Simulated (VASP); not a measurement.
Output of a VASP run:

### OSZICAR
```
...
DAV:   2    -0.154605537005E+02   -0.86539E-03   -0.64294E-02  1071   0.202E+00    0.386E-01
DAV:   3    -0.154593243662E+02    0.12293E-02   -0.26761E-03  1208   0.435E-01    0.225E-01
DAV:   4    -0.154590391098E+02    0.28526E-03   -0.15799E-03  1050   0.255E-01    0.636E-02
DAV:   5    -0.154590465359E+02   -0.74261E-05   -0.18875E-04   952   0.102E-01    0.440E-02
DAV:   6    -0.154590464229E+02    0.11303E-06   -0.17743E-05  1086   0.286E-02    0.152E-02
DAV:   7    -0.154590473977E+02   -0.97476E-06   -0.13973E-06  1059   0.105E-02    0.439E-03
DAV:   8    -0.154590478254E+02   -0.42772E-06   -0.38400E-07  1014   0.567E-03    0.130E-03
DAV:   9    -0.154590479317E+02   -0.10634E-06   -0.81131E-08   813   0.254E-03    0.796E-04
DAV:  10    -0.154590479665E+02   -0.34797E-07   -0.19124E-08   700   0.112E-03
   3 F= -.15459048E+02 E0= -.15459048E+02  d E =-.181798E-01
       N       E                     dE             d eps       ncg     rms          rms(c)
DAV:   1    -0.154590813348E+02   -0.33403E-04   -0.91309E-03   840   0.593E-01    0.754E-02
DAV:   2    -0.154590904585E+02   -0.91237E-05   -0.40376E-04  1071   0.160E-01    0.303E-02
DAV:   3    -0.154590832282E+02    0.72302E-05   -0.15459E-05  1215   0.334E-02    0.168E-02
DAV:   4    -0.154590815295E+02    0.16988E-05   -0.11095E-05  1043   0.213E-02    0.508E-03
DAV:   5    -0.154590815078E+02    0.21652E-07   -0.13938E-06   945   0.853E-03    0.324E-03
DAV:   6    -0.154590815312E+02   -0.23436E-07   -0.11149E-07   778   0.236E-03
   4 F= -.15459082E+02 E0= -.15459082E+02  d E =-.182134E-01
       N       E                     dE             d eps       ncg     rms          rms(c)
DAV:   1    -0.154633186936E+02   -0.42372E-02   -0.15309E-01   840   0.284E+00    0.370E-01
DAV:   2    -0.154606740528E+02    0.26446E-02   -0.79653E-03   980   0.794E-01    0.184E-01
DAV:   3    -0.154601968530E+02    0.47720E-03   -0.12657E-03  1064   0.304E-01    0.786E-02
DAV:   4    -0.154600455268E+02    0.15133E-03   -0.41963E-04  1022   0.140E-01    0.422E-02
DAV:   5    -0.154600428735E+02    0.26533E-05   -0.42011E-05  1043   0.465E-02    0.133E-02
DAV:   6    -0.154600442118E+02   -0.13383E-05   -0.43350E-06  1064   0.169E-02    0.661E-03
DAV:   7    -0.154600450017E+02   -0.78994E-06   -0.97861E-07   952   0.901E-03    0.281E-03
DAV:   8    -0.154600452997E+02   -0.29798E-06   -0.21196E-07   951   0.385E-03    0.111E-03
DAV:   9    -0.154600453496E+02   -0.49934E-07   -0.37875E-08   777   0.158E-03
   5 F= -.15460045E+02 E0= -.15460045E+02  d E =-.963818E-03
       N       E                     dE             d eps       ncg     rms          rms(c)
DAV:   1    -0.154618419975E+02   -0.17967E-02   -0.74298E-02   847   0.198E+00    0.259E-01
DAV:   2    -0.154605531804E+02    0.12888E-02   -0.38854E-03   973   0.554E-01    0.129E-01
DAV:   3    -0.154603213192E+02    0.23186E-03   -0.61682E-04  1057   0.212E-01    0.548E-02
DAV:   4    -0.154602478176E+02    0.73502E-04   -0.20538E-04  1022   0.976E-02    0.294E-02
DAV:   5    -0.154602468001E+02    0.10174E-05   -0.20336E-05  1050   0.324E-02    0.932E-03
DAV:   6    -0.154602475171E+02   -0.71692E-06   -0.21349E-06  1086   0.119E-02    0.461E-03
DAV:   7    -0.154602479500E+02   -0.43296E-06   -0.47539E-07   966   0.628E-03    0.199E-03
DAV:   8    -0.154602481168E+02   -0.16674E-06   -0.10272E-07   835   0.270E-03    0.747E-04
DAV:   9    -0.154602481452E+02   -0.28401E-07   -0.20587E-08   693   0.119E-03
   6 F= -.15460248E+02 E0= -.15460248E+02  d E =-.116661E-02
```

File OUTCAR:
```
------------------------ aborting loop because EDIFF is reached ----------------------------------------
  FORCE on cell =-STRESS in cart. coord.  units (eV):
  Direction    XX          YY          ZZ          XY          YZ          ZX
  --------------------------------------------------------------------------------------
  Total        0.1370531      0.1370531      0.1354961      0.0000000      0.0000000     -0.0000000
  in kB        3.3815747      3.3815748      3.3431575      0.0000000      0.0000000     -0.0000000
  external PRESSURE =       3.3687690 kB  Pullay stress =       0.0000000 kB
  volume of cell :       64.94
      direct lattice vectors                 reciprocal lattice vectors
     1.785565463 -3.092690183  0.000000000     0.280023337 -0.161671545  0.000000000
     1.785565463  3.092690183  0.000000000     0.280023337  0.161671545 -0.000000000
     0.000000000  0.000000000  5.879472967     0.000000000  0.000000000  0.170083272
 POSITION                                       TOTAL-FORCE (eV/Angst)
 -----------------------------------------------------------------------------------
      0.00000     -0.00000      0.00000         0.000000      0.000000      0.000000
      1.78557      1.03090      1.22576        -0.000000     -0.000000      0.000810
      1.78557     -1.03090      4.65371         0.000000      0.000000     -0.000810
 -----------------------------------------------------------------------------------
    total drift:                                0.000000     -0.000000      0.000000
  FREE ENERGIE OF THE ION-ELECTRON SYSTEM (eV)
  ---------------------------------------------------
  free  energy   TOTEN  =       -15.4602481452 eV

  energy  without entropy=      -15.4602481452  energy(sigma->0) =      -15.46024815

 reached required accuracy - stopping structural energy minimisation
```
(Selected blocks of OUTCAR.)

### POSCAR
```
PtS2
1
    1.7682230206    -3.0626521824     0.0000000000
    1.7682230206     3.0626521824     0.0000000000
    0.0000000000     0.0000000000     5.9953683716
Pt S
1 2
Direct
  0.0000000000   0.0000000000   0.0000000000
  0.3333330000   0.6666670000   0.2026287619
  0.6666670000   0.3333330000   0.7973712381
```

### Question
Write an INCAR and KPOINTS that could have produced this output.

### Answer
Several could match; the one computed here: the input of the run itself, PBE GGA, plane waves, VASP's PBE PAW potentials (set 64).

**INCAR**
```
SYSTEM = PtS2
PREC = Accurate; ENCUT = 520; LREAL = F
LASPH = T
EDIFF = 1E-7; NELM = 100; ALGO = Normal
LMAXMIX = 6
ISMEAR = 0; SIGMA = 0.05
GGA = PE
IBRION = 2; NSW = 30; ISIF = 4
EDIFFG = -0.01
LWAVE = F; LCHARG = F
```

### KPOINTS
```
Automatic
0
G
  7 7 4
```

POTCAR, in this order: Pt S (PBE.64 set). Program: vasp_std.

Without a dispersion term in the relaxation, distances and binding between the weakly bound layers, chains or molecules are unreliable, and so is what depends on them.

The compound is PtS2 in the 1T layered structure. This cell is one point of a volume scan, at 0.97 of the reference volume. Symmetry was kept, so distortions that lower it aren't found.
